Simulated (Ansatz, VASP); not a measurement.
# Cross-check of Si2W between VASP and Ansatz, part 2 of 2

Wanted: the spread between two codes on one cell, functional and k mesh. The cell is taken from a series of VASP runs on this material, whose earlier steps may have relaxed, scaled or displaced it; both programs get it as it stands.

VASP 6.6.1 and Ansatz 0.2.0.

So far: Set-up; Ansatz: zone-centre phonons, PBE with D3(BJ).

## Step 3: VASP: zone-centre phonons, PBE with D3(BJ)

Level of this step: PBE with D3(BJ); plane waves and PAW (Si, W) (VASP).

The same cell, functional, mesh and smearing now go to VASP, with its own data sets and cutoff.

Lines of VASP's logs that name or quote its potential files are left out, and so is its time.

Input file INCAR:

```
SYSTEM = Si2W
PREC = Accurate
ENCUT = 400
EDIFF = 1E-08
NELM = 100
ISMEAR = 1
SIGMA = 0.2
LREAL = .FALSE.
ALGO = Normal
GGA = PE
IVDW = 12
NBANDS = 13
LASPH = .TRUE.
LORBIT = 11
LWAVE = .FALSE.
LCHARG = .FALSE.
KPAR = 2
IBRION = 6
NFREE = 2
POTIM = 0.015
ISIF = 2
NSW = 1
```

Input file POSCAR:

```
Si2W
1.0
   -1.5957015018      1.5957015018      3.8947253072
    1.5957015018     -1.5957015018      3.8947253072
    1.5957015018      1.5957015018     -3.8947253072
Si W
2 1
Direct
    0.3343069257      0.3343069257      0.0000000000
    0.6656930743      0.6656930743      0.0000000000
    0.0000000000      0.0000000000      0.0000000000
```

Input file KPOINTS:

```
Automatic mesh
0
Gamma
17 17 17
0 0 0
```

PAW data sets: Si and W (PBE family, release 64).

The run is started by

```
$ mpirun -np 2 vasp_std
```

Numbers of over 12 decimals in the logs are rounded to 6 here.

Output:

```text
[banner, memory and clock lines left out]
running    2 mpi-ranks, on    1 nodes
 distrk:  each k-point on    1 cores,    2 groups
 distr:  one band on    1 cores,    1 groups

 POSCAR found type information on POSCAR SiW
 POSCAR found :  2 types and       3 ions
 LDA part: xc-table for (Slater+PW92), standard interpolation
 POSCAR, INCAR and KPOINTS ok, starting setup
 FFT: planning ... GRIDC
 FFT: planning ... GRID_SOFT
 FFT: planning ... GRID
 WAVECAR not read
 entering main loop
       N       E                     dE             d eps       ncg     rms          rms(c)
DAV:   1     0.182434138527E+02    0.18243E+02   -0.51395E+03 11042   0.752E+02
DAV:   2    -0.239929328317E+02   -0.42236E+02   -0.38576E+02 13472   0.163E+02
DAV:   3    -0.257208396214E+02   -0.17279E+01   -0.16862E+01 14225   0.274E+01
DAV:   4    -0.257419075756E+02   -0.21068E-01   -0.21046E-01 12581   0.354E+00
DAV:   5    -0.257422374726E+02   -0.32990E-03   -0.32983E-03 15003   0.363E-01    0.268E+01
DAV:   6    -0.249946789029E+02    0.74756E+00   -0.21717E+00 15549   0.926E+00    0.112E+01
DAV:   7    -0.248863788180E+02    0.10830E+00   -0.19291E-01 11974   0.296E+00    0.555E+00
DAV:   8    -0.248638929385E+02    0.22486E-01   -0.34752E-02 13759   0.135E+00    0.532E-01
DAV:   9    -0.248636398795E+02    0.25306E-03   -0.18700E-03 12751   0.297E-01    0.277E-01
DAV:  10    -0.248636330459E+02    0.68336E-05   -0.31776E-04 13353   0.111E-01    0.580E-02
DAV:  11    -0.248636180613E+02    0.14985E-04   -0.42523E-05 13176   0.476E-02    0.218E-02
DAV:  12    -0.248636182561E+02   -0.19478E-06   -0.15196E-06 13084   0.945E-03    0.941E-03
DAV:  13    -0.248636181482E+02    0.10787E-06   -0.11726E-07 13144   0.235E-03    0.137E-03
DAV:  14    -0.248636181223E+02    0.25966E-07   -0.66338E-09  8179   0.620E-04    0.327E-04
DAV:  15    -0.248636181337E+02   -0.11426E-07   -0.72200E-10  6805   0.273E-04    0.155E-04
DAV:  16    -0.248636181447E+02   -0.11031E-07   -0.10807E-10  6530   0.857E-05    0.937E-05
DAV:  17    -0.248636181424E+02    0.22951E-08   -0.28258E-11  6270   0.514E-05
   1 F= -.26614840E+02 E0= -.26615208E+02  d E =0.110343E-02
[... from here on, the cycles between the ionic steps are left out ...]
   2 F= -.26613795E+02 E0= -.26614162E+02  d E =0.110163E-02
   3 F= -.26613795E+02 E0= -.26614162E+02  d E =0.110163E-02
   4 F= -.26612658E+02 E0= -.26612979E+02  d E =0.960958E-03
   5 F= -.26613652E+02 E0= -.26614066E+02  d E =0.124022E-02
   6 F= -.26613520E+02 E0= -.26613886E+02  d E =0.109826E-02
   7 F= -.26613520E+02 E0= -.26613886E+02  d E =0.109828E-02
   8 F= -.26613033E+02 E0= -.26613401E+02  d E =0.110231E-02
 Finite differences progress:
  Degree of freedom:   4/  4
  Displacement:        1/  2
  Total:               7/  8
 bond charge predicted
       N       E                     dE             d eps       ncg     rms          rms(c)
DAV:   1    -0.248628247208E+02   -0.10139E-02   -0.24155E+00 10530   0.868E+00    0.281E-01
DAV:   2    -0.248625349811E+02    0.28974E-03   -0.18645E-02 14100   0.996E-01    0.155E-01
DAV:   3    -0.248619327527E+02    0.60223E-03   -0.73280E-04 12814   0.182E-01    0.641E-02
DAV:   4    -0.248618126875E+02    0.12007E-03   -0.17277E-04 13702   0.847E-02    0.189E-02
DAV:   5    -0.248618108598E+02    0.18277E-05   -0.51499E-06 13949   0.159E-02    0.998E-03
DAV:   6    -0.248618107841E+02    0.75715E-07   -0.28212E-07 13624   0.339E-03    0.265E-03
DAV:   7    -0.248618107729E+02    0.11210E-07   -0.40435E-08 12152   0.141E-03    0.553E-04
DAV:   8    -0.248618107712E+02    0.16241E-08   -0.27560E-09  7035   0.359E-04
   9 F= -.26613033E+02 E0= -.26613401E+02  d E =0.110231E-02
 Finite differences progress:
  Degree of freedom:   4/  4
  Displacement:        2/  2
  Total:               8/  8
```

OUTCAR, selected parts (step 3):

```text
ion  position               nearest neighbor table
   1  0.334  0.334  0.000-   2 2.58   3 2.60   3 2.60   3 2.60   3 2.60   3 2.60   2 2.61   2 2.61
                             2 2.61   2 2.61
   2  0.666  0.666  0.000-   1 2.58   3 2.60   3 2.60   3 2.60   3 2.60   3 2.60   1 2.61   1 2.61
                             1 2.61   1 2.61
   3  0.000  0.000  0.000-   2 2.60   2 2.60   2 2.60   1 2.60   1 2.60   1 2.60   2 2.60   1 2.60
                             1 2.60   2 2.60

  LATTYP: Found a body centered tetragonal cell.
 ALAT       =     3.1914030036
 C/A-ratio  =     2.4407605701

 Subroutine GETGRP returns: Found 16 space group operations
 (whereof 16 operations were pure point group operations)

The static configuration has the point symmetry D_4h.

 Found    405 irreducible k-points:

   k-points           NKPTS =    405   k-points in BZ     NKDIM =    405   number of bands    NBANDS=     13

   dimension x,y,z NGX =    30 NGY =   30 NGZ =   30
   dimension x,y,z NGXF=    60 NGYF=   60 NGZF=   60

   ENCUT  =  400.0 eV  29.40 Ry    5.42 a.u.   7.34  7.34  7.34*2*pi/ulx,y,z

   NELECT =      14.0000    total number of electrons

 k-points in reciprocal lattice and weights: Automatic mesh
   0.00000000  0.00000000  0.00000000       0.000
   0.05882353 -0.00000000  0.00000000       0.002
   0.11764706  0.00000000  0.00000000       0.002
   0.17647059 -0.00000000  0.00000000       0.002
   0.23529412  0.00000000  0.00000000       0.002
   0.29411765 -0.00000000  0.00000000       0.002
   0.35294118  0.00000000  0.00000000       0.002
   0.41176471 -0.00000000  0.00000000       0.002
   0.47058824  0.00000000  0.00000000       0.002
[...]
-0.47058824  0.47058824  0.47058824       0.001
  -0.47058824 -0.47058824  0.47058824       0.000

 Edisp (eV)   -1.75122

 average (electrostatic) potential at core
       1 -79.0442       2 -79.0639       3 -34.6154

 E-fermi :  10.7946

 k-point     1 :       0.0000    0.0000    0.0000
  band No.  band energies     occupation
    ...
      2       3.8216      2.00000
      3       7.0434      2.00000
      4       7.3784      2.00000
      5       7.8951      2.00000
      6       7.8951      2.00000
      7      11.4215     -0.00009
      8      13.6774     -0.00000
      9      13.6918     -0.00000
     10      13.9887     -0.00000
     11      13.9887     -0.00000
    ...

 k-point     2 :       0.0588   -0.0000    0.0000
  band No.  band energies     occupation
    ...
      2       3.8289      2.00000
      3       6.8094      2.00000
      4       7.3822      2.00000
      5       7.9403      2.00000
      6       7.9974      2.00000
      7      11.1398     -0.03487
      8      13.4830     -0.00000
      9      13.7267     -0.00000
     10      13.9029     -0.00000
     11      14.3107     -0.00000
    ...

 k-point     3 :       0.1176    0.0000    0.0000
  band No.  band energies     occupation
    ...
      3       6.3178      2.00000
      4       7.3656      2.00000
      5       8.0728      2.00000
      6       8.1503      2.00000
      7      10.5590      2.07020
      8      12.9318     -0.00000
      9      13.3643     -0.00000
     10      14.4423     -0.00000
     11      14.9434      0.00000
     12      15.7552      0.00000
    ...

 Edisp (eV)   -1.75122

  Total      -0.02874    -0.02874     0.05312     0.00000    -0.00000     0.00000
  in kB      -1.16062    -1.16062     2.14535     0.00000    -0.00000     0.00000
  external pressure =       -0.06 kB  Pullay stress =        0.00 kB

  energy-cutoff  :      400.00
  volume of cell :       39.67
      direct lattice vectors                 reciprocal lattice vectors
    -1.595701502  1.595701502  3.894725307     0.000000000  0.313341812  0.128378759
     1.595701502 -1.595701502  3.894725307     0.313341812  0.000000000  0.128378759
     1.595701502  1.595701502 -3.894725307     0.313341812  0.313341812  0.000000000

 POSITION                                       TOTAL-FORCE (eV/Angst)
 -----------------------------------------------------------------------------------
      0.00000      0.00000      2.60407        -0.000000     -0.000000     -0.152556
      0.00000      0.00000      5.18538         0.000000      0.000000     -0.088449
      0.00000      0.00000     -0.01500        -0.000000     -0.000000      0.241005
 -----------------------------------------------------------------------------------
    total drift:                                0.000000      0.000000     -0.000025

  FREE ENERGIE OF THE ION-ELECTRON SYSTEM (eV)
  ---------------------------------------------------
  free  energy   TOTEN  =       -26.6130331114 eV

  energy  without entropy=      -26.6141354214  energy(sigma->0) =      -26.61340055

 Eigenvectors and eigenvalues of the dynamical matrix
 ----------------------------------------------------

   1 f  =   13.814436 THz    86.798658 2PiTHz  460.799968 cm-1    57.131889 meV
             X         Y         Z           dx          dy          dz
      0.000000  0.000000  2.604067    -0.000000   -0.000000   -0.707107
      0.000000  0.000000  5.185383    -0.000000    0.000000    0.707107
      0.000000  0.000000  0.000000     0.000000    0.000000    0.000000

   2 f  =   10.518809 THz    66.091628 2PiTHz  350.869711 cm-1    43.502280 meV
             X         Y         Z           dx          dy          dz
      0.000000  0.000000  2.604067     0.707107    0.000000   -0.000000
      0.000000  0.000000  5.185383    -0.707107   -0.000000    0.000000
      0.000000  0.000000  0.000000     0.000000   -0.000000    0.000000

   3 f  =   10.518809 THz    66.091628 2PiTHz  350.869711 cm-1    43.502280 meV
             X         Y         Z           dx          dy          dz
      0.000000  0.000000  2.604067    -0.000000    0.707107   -0.000000
      0.000000  0.000000  5.185383     0.000000   -0.707107    0.000000
      0.000000  0.000000  0.000000    -0.000000   -0.000000    0.000000

   4 f  =    9.553257 THz    60.024886 2PiTHz  318.662365 cm-1    39.509080 meV
             X         Y         Z           dx          dy          dz
      0.000000  0.000000  2.604067    -0.000000   -0.000000   -0.618854
      0.000000  0.000000  5.185383    -0.000000   -0.000000   -0.618854
      0.000000  0.000000  0.000000     0.000000   -0.000000    0.483776

   5 f  =    8.163899 THz    51.295289 2PiTHz  272.318352 cm-1    33.763157 meV
             X         Y         Z           dx          dy          dz
      0.000000  0.000000  2.604067     0.618844    0.000000    0.000000
      0.000000  0.000000  5.185383     0.618844    0.000000    0.000000
      0.000000  0.000000  0.000000    -0.483801    0.000000    0.000000

   6 f  =    8.163899 THz    51.295289 2PiTHz  272.318352 cm-1    33.763157 meV
             X         Y         Z           dx          dy          dz
      0.000000  0.000000  2.604067     0.000000   -0.618844   -0.000000
      0.000000  0.000000  5.185383     0.000000   -0.618844   -0.000000
      0.000000  0.000000  0.000000     0.000000    0.483801    0.000000

   7 f/i=    0.000194 THz     0.001221 2PiTHz    0.006480 cm-1     0.000803 meV
             X         Y         Z           dx          dy          dz
      0.000000  0.000000  2.604067    -0.000000    0.000000    0.342081
      0.000000  0.000000  5.185383    -0.000000    0.000000    0.342081
      0.000000  0.000000  0.000000    -0.000000    0.000000    0.875192

   8 f/i=    0.000400 THz     0.002512 2PiTHz    0.013335 cm-1     0.001653 meV
             X         Y         Z           dx          dy          dz
      0.000000  0.000000  2.604067    -0.039125    0.339854   -0.000000
      0.000000  0.000000  5.185383    -0.039125    0.339854   -0.000000
      0.000000  0.000000  0.000000    -0.100092    0.869435   -0.000000

   9 f/i=    0.000400 THz     0.002512 2PiTHz    0.013335 cm-1     0.001653 meV
             X         Y         Z           dx          dy          dz
      0.000000  0.000000  2.604067    -0.339854   -0.039125    0.000000
      0.000000  0.000000  5.185383    -0.339854   -0.039125    0.000000
      0.000000  0.000000  0.000000    -0.869435   -0.100092    0.000000

 ELASTIC MODULI CONTR FROM IONIC RELAXATION (kBar)
 Direction    XX          YY          ZZ          XY          YZ          ZX
 --------------------------------------------------------------------------------
 XX         -31.8578    -31.8578    -29.3785      0.0000     -0.0000      0.0000
 YY         -31.8578    -31.8578    -29.3785      0.0000     -0.0000      0.0000
 ZZ         -29.3785    -29.3785    -27.0921      0.0000     -0.0000      0.0000
 XY           0.0000      0.0000      0.0000      0.0000      0.0000      0.0000
 YZ          -0.0000     -0.0000     -0.0000      0.0000    -25.4912     -0.0000
 ZX           0.0000      0.0000      0.0000      0.0000      0.0000    -25.4910
 --------------------------------------------------------------------------------

 total charge
# of ion       s       p       d       tot
------------------------------------------
    1        0.736   0.904   0.000   1.640
    2        0.736   0.904   0.000   1.640
    3        0.571   0.697   4.535   5.803
--------------------------------------------------
tot          2.043   2.505   4.535   9.083

[... 3 further parts left out ...]
```

CONTCAR:

```
Si2W
   1.00000000000000
    -1.5957015018000000    1.5957015018000000    3.8947253071999999
     1.5957015018000000   -1.5957015018000000    3.8947253071999999
     1.5957015018000000    1.5957015018000000   -3.8947253071999999
  Si              W
     2     1
Direct
     0.3343069256999982    0.3343069256999982    0.0000000000000000
     0.6656930743000018    0.6656930743000018    0.0000000000000000
    -0.0019256813788986   -0.0019256813788986    0.0000000000000000
```

Dispersion corrections of this kind ignore metallic screening and tend to overbind metals. The data set W keeps the semicore shell frozen, which is cheaper and a little less accurate.

## Step 4: Side by side

Known differences besides the potentials themselves: the data sets hold 22 valence electrons in Ansatz (default PAW (the set named soft_2) files) and 14 in VASP; the cutoff is 420 eV in Ansatz and 400 eV in VASP; Ansatz takes the dispersion share of the force constants at frozen C6 weights, VASP differentiates the full forces; VASP uses finite displacements, Ansatz perturbation theory. Total energies have different zeros and are not compared.

Both answers:

| quantity | Ansatz | VASP | difference |
| --- | --- | --- | --- |
| optical mode 1 to 2 (cm⁻¹) | 270.9 | 272.3 | -0.54 % |
| optical mode 3 (cm⁻¹) | 317.3 | 318.7 | -0.43 % |
| optical mode 4 to 5 (cm⁻¹) | 349.8 | 350.9 | -0.31 % |
| optical mode 6 (cm⁻¹) | 459.4 | 460.8 | -0.31 % |

Modes are paired by rising frequency and degeneracy, not by their patterns, so a pair may still set unlike modes beside each other.

## Step 5: What came out

```
r.m.s. difference of the optical zone-centre modes, each program's sorted by frequency (zone-centre phonons, PBE with D3(BJ)) : 1.3 cm⁻¹
difference in optical mode 1 to 2 (zone-centre phonons, PBE with D3(BJ))                                                      : -0.5 %
```

What this shows: The r.m.s. difference of the optical zone-centre modes, each program's sorted by frequency is 1.3 cm⁻¹ (zone-centre phonons, PBE with D3(BJ)). Among the rows given in per cent, the largest difference of the zone-centre phonons, PBE with D3(BJ) pair is in optical mode 1 to 2, -0.5 %. Such differences can come from data sets, numerical settings and the points named under the comparisons, not from the functional's error against experiment.

[Lines on the potential files, build, host, timing and source positions are cut from VASP's logs without a mark.]

[Logs are printed without paths, hosts, clocks, repeated set-up lines and the standing remarks that a program may print on its own settings, such as how far it seeks lower states.]

[Hosts, paths, dates, database ids (printed as entryN), source tags and the programs' standing remarks are cut or masked in the printed files.]
